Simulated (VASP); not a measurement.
Calculation: PBEsol GGA, VASP's PBE PAW potentials (set 64) (plane waves; VASP).

Input for VASP

INCAR:
```
! general
SYSTEM =SnTe
PREC   =Accurate
ENCUT  =500
LREAL  =.FALSE.
LASPH  =.TRUE.

! electronic loop
EDIFF  =1E-6
NELM   =100
ALGO   =Normal
LMAXMIX=4

! smearing
ISMEAR =0
SIGMA  =0.05

! functional
GGA    =PS

! ions
IBRION =2
NSW    =40
ISIF   =3
EDIFFG =-0.02

! output
LWAVE  =.FALSE.
LCHARG =.FALSE.
```

**KPOINTS**
```
Automatic mesh
0
Gamma
7 7 7
0 0 0
```

**POSCAR**
```
SnTe
1
    0.0000000000     3.5436923965     3.5436923965
    3.5436923965     0.0000000000     3.5436923965
    3.5436923965     3.5436923965    -0.0000000000
Sn Te
1 1
Direct
  1.0000000000   0.0000000000   0.0000000000
  0.2500000000   0.2500000000   0.2500000000
```

POTCAR, in this order: Sn_d Te (PBE.64 set). Program: vasp_std.

The run wrote:

OUTCAR:
```
 ion  position               nearest neighbor table
   1  0.000  0.000  0.000-   2 3.07   2 3.07   2 3.07   2 3.07
   2  0.250  0.250  0.250-   1 3.07   1 3.07   1 3.07   1 3.07
  LATTYP: Found a face centered cubic cell.
 ALAT       =     7.0873847930
 Subroutine PRICEL returns:
 Original cell was already a primitive cell.
 Subroutine GETGRP returns: Found 24 space group operations
The static configuration has the point symmetry T_d .
The dynamic configuration has the point symmetry T_d .
 Subroutine INISYM returns: Found 24 space group operations
 Subroutine IBZKPT returns following result:
 Found     20 irreducible k-points:

 Following reciprocal coordinates:
            Coordinates               Weight
  0.000000  0.000000  0.000000      1.000000
  0.142857  0.000000  0.000000      8.000000
  0.285714  0.000000  0.000000      8.000000
  0.428571  0.000000  0.000000      8.000000
  0.142857  0.142857  0.000000      6.000000
  0.285714  0.142857  0.000000     24.000000
  0.428571  0.142857  0.000000     24.000000
 -0.428571  0.142857  0.000000     24.000000
 -0.285714  0.142857  0.000000     24.000000
 -0.142857  0.142857  0.000000     12.000000
  0.285714  0.285714  0.000000      6.000000
  0.428571  0.285714  0.000000     24.000000
 -0.428571  0.285714  0.000000     24.000000
 -0.285714  0.285714  0.000000     12.000000
  0.428571  0.428571  0.000000      6.000000
 -0.428571  0.428571  0.000000     12.000000
  0.428571  0.285714  0.142857     24.000000
 -0.428571  0.285714  0.142857     48.000000
 -0.428571  0.428571  0.142857     24.000000
 -0.285714  0.428571  0.142857     24.000000
   k-points           NKPTS =     20   k-points in BZ     NKDIM =     20   number of bands    NBANDS=     14
   number of dos      NEDOS =    301   number of ions     NIONS =      2
   total plane-waves  NPLWV =  64000
   dimension x,y,z NGX =    40 NGY =   40 NGZ =   40
   dimension x,y,z NGXF=    80 NGYF=   80 NGZF=   80
   ions per type =               1   1
   PREC   = accura    normal or accurate (medium, high low for compatibility)
   ISTART =      0    job   : 0-new  1-cont  2-samecut
   ICHARG =      2    charge: 1-file 2-atom 10-const
   ISPIN  =      1    spin polarized calculation?
   LNONCOLLINEAR =      F non collinear calculations
   LSORBIT =      F    spin-orbit coupling
   INIWAV =      1    electr: 0-lowe 1-rand  2-diag
   ENCUT  =  500.0 eV  36.75 Ry    6.06 a.u.   9.14  9.14  9.14*2*pi/ulx,y,z
   NELM   =    100;   NELMIN=  2; NELMDL= -5     # of ELM steps
   EDIFF  = 0.1E-05   stopping-criterion for ELM
   LREAL  =      F    real-space projection
   NLSPLINE    = F    spline interpolate recip. space projectors
   LMAXMIX     =    4 max onsite mixed and CHGCAR
   VOSKOWN=      0    Vosko Wilk Nusair interpolation
   EDIFFG = -.2E-01   stopping-criterion for IOM
   NSW    =     40    number of steps for IOM
   NBLOCK =      1;   KBLOCK =     40    inner block; outer block
   IBRION =      2    ionic relax: 0-MD 1-quasi-New 2-CG
   NFREE  =      1    steps in history (QN), initial steepest desc. (CG)
   ISIF   =      3    stress and relaxation
   ISYM   =      2    0-nonsym 1-usesym 2-fastsym
   TEIN   =    0.0    initial temperature
   TEBEG  =    0.0;   TEEND  =   0.0 temperature during run
   SMASS  =  -3.00    Nose mass-parameter (am)
   PSTRESS=    0.0 pullay stress
   NELECT =      20.0000    total number of electrons
   EFERMI =   0.00;   METHOD = LEGACY
   ISMEAR =     0;   SIGMA  =   0.05  broadening in eV -4-tet -1-fermi 0-gaus
   IALGO  =     38    algorithm
   LDIAG  =      T    sub-space diagonalisation (order eigenvalues)
   IMIX   =      4    mixing-type and parameters
     AMIX     =   0.40;   BMIX     =  1.00
     AMIX_MAG =   1.60;   BMIX_MAG =  1.00
...
```

OSZICAR:
```
       N       E                     dE             d eps       ncg     rms          rms(c)
DAV:   1     0.116810086828E+03    0.11681E+03   -0.91006E+03   566   0.136E+03
DAV:   2     0.316002961591E+01   -0.11365E+03   -0.11230E+03   572   0.329E+02
DAV:   3    -0.744263771924E+01   -0.10603E+02   -0.10519E+02   716   0.979E+01
DAV:   4    -0.774273718212E+01   -0.30010E+00   -0.30000E+00   632   0.181E+01
DAV:   5    -0.775478339411E+01   -0.12046E-01   -0.12046E-01   846   0.338E+00    0.518E+00
DAV:   6    -0.763134620898E+01    0.12344E+00   -0.32069E-01   686   0.351E+00    0.336E+00
DAV:   7    -0.762406825974E+01    0.72779E-02   -0.77793E-02   644   0.129E+00    0.973E-01
DAV:   8    -0.762381657383E+01    0.25169E-03   -0.10009E-02   674   0.790E-01    0.249E-01
DAV:   9    -0.762431979867E+01   -0.50322E-03   -0.19284E-03   620   0.313E-01    0.754E-02
DAV:  10    -0.762435164375E+01   -0.31845E-04   -0.23687E-04   706   0.111E-01    0.407E-02
DAV:  11    -0.762447095192E+01   -0.11931E-03   -0.25979E-04   632   0.869E-02    0.454E-02
DAV:  12    -0.762446748924E+01    0.34627E-05   -0.13651E-05   698   0.235E-02    0.219E-02
DAV:  13    -0.762446808592E+01   -0.59669E-06   -0.47800E-06   656   0.113E-02
   1 F= -.76244681E+01 E0= -.76243450E+01  d E =-.762447E+01
```

OUTCAR:
```
------------------------ aborting loop because EDIFF is reached ----------------------------------------
  FORCE on cell =-STRESS in cart. coord.  units (eV):
  Direction    XX          YY          ZZ          XY          YZ          ZX
  --------------------------------------------------------------------------------------
  Total        0.0066185      0.0066185      0.0066185      0.0000000      0.0000000     -0.0000000
  in kB        0.1191444      0.1191444      0.1191444      0.0000000      0.0000000     -0.0000000
  external PRESSURE =       0.1191444 kB  Pullay stress =       0.0000000 kB
  volume of cell :       89.00
      direct lattice vectors                 reciprocal lattice vectors
     0.000000000  3.543692397  3.543692397    -0.141095768  0.141095768  0.141095768
     3.543692397  0.000000000  3.543692397     0.141095768 -0.141095768  0.141095768
     3.543692397  3.543692397  0.000000000     0.141095768  0.141095768 -0.141095768
 POSITION                                       TOTAL-FORCE (eV/Angst)
 -----------------------------------------------------------------------------------
      0.00000      0.00000      0.00000         0.000000      0.000000      0.000000
      1.77185      1.77185      1.77185        -0.000000     -0.000000     -0.000000
 -----------------------------------------------------------------------------------
    total drift:                               -0.000000     -0.000000     -0.000000
  FREE ENERGIE OF THE ION-ELECTRON SYSTEM (eV)
  ---------------------------------------------------
  free  energy   TOTEN  =        -7.6244680859 eV

  energy  without entropy=       -7.6242219512  energy(sigma->0) =       -7.62434502

 reached required accuracy - stopping structural energy minimisation
```
(Selected blocks of OUTCAR.)

File OUTCAR:
```
 val. band max:        3.3877720190   @ k =  -0.2857   0.4286   0.1429

 cond. band min:       3.5308006967   @ k =   0.4286   0.4286   0.0000


 Fermi energy:         3.4695221917

 k-point     1 :       0.0000    0.0000    0.0000
  band No.  band energies     occupation
      1     -18.1676      2.00000
      2     -18.1676      2.00000
      3     -18.1676      2.00000
      4     -18.1545      2.00000
      5     -18.1545      2.00000
      6      -8.3102      2.00000
      7      -1.5210      2.00000
      8       1.4765      2.00000
      9       1.4765      2.00000
     10       1.4765      2.00000
     11       4.4841      0.00000
     12       4.4841      0.00000
     13       4.4841      0.00000
     14       7.4962      0.00000

 k-point     2 :       0.1429    0.0000    0.0000
  band No.  band energies     occupation
      1     -18.1680      2.00000
      2     -18.1673      2.00000
      3     -18.1673      2.00000
      4     -18.1545      2.00000
      5     -18.1545      2.00000
      6      -8.2145      2.00000
      7      -2.0081      2.00000
      8       1.3404      2.00000
      9       1.3404      2.00000
     10       1.6061      2.00000
     11       4.6695      0.00000
     12       4.7078      0.00000
     13       4.7078      0.00000
     14       8.1511      0.00000

 k-point     3 :       0.2857    0.0000    0.0000
  band No.  band energies     occupation
      1     -18.1688      2.00000
      2     -18.1665      2.00000
      3     -18.1665      2.00000
      4     -18.1544      2.00000
      5     -18.1544      2.00000
      6      -7.9708      2.00000
      7      -2.9034      2.00000
      8       1.0884      2.00000
      9       1.0884      2.00000
     10       1.5614      2.00000
     11       5.0990      0.00000
     12       5.0990      0.00000
     13       5.5953      0.00000
     14       8.8824      0.00000

 k-point     4 :       0.4286    0.0000    0.0000
  band No.  band energies     occupation
...
```

Unless said otherwise, spin-orbit coupling is left out, though it shifts the bands of the heavy elements here.

The structure was generated: SnTe was put into the zinc blende type (F-43m), which need not be its known phase. It was relaxed first, which changed the volume by +36 %.
